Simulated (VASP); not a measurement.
Data:

```
CELL_PARAMETERS angstrom
      4.78026     0.00000     0.00000
      0.00000     4.78026     0.00000
      0.00000     0.00000     4.78026
ATOMIC_POSITIONS crystal
  Ag 0.75000 0.25000 0.75000
  Ag 0.25000 0.75000 0.75000
  Ag 0.75000 0.75000 0.25000
  Ag 0.25000 0.25000 0.25000
  O  0.00000 0.00000 0.00000
  O  0.50000 0.50000 0.50000
```

Method: optB88-vdW, VASP's PBE PAW potentials (set 64) (plane waves; VASP). Numerical set-up: 520 eV cut-off, 7×7×7 Γ-centred mesh, first-order Methfessel-Paxton smearing of 0.10 eV, potentials Ag O.

Task: What does the run give for the energy per atom (σ→0), band gap (on the k-mesh) with the smallest direct gap where there is one?

Result: 
```
Property                                     Result
-----------------------------------  --------------
band gap (on the k-mesh)                    0.05 eV
smallest direct gap (on the k-mesh)         0.05 eV
energy per atom (σ→0)                -1.007 eV/atom
```

The compound is Ag2O in the cuprite structure. It was relaxed first.
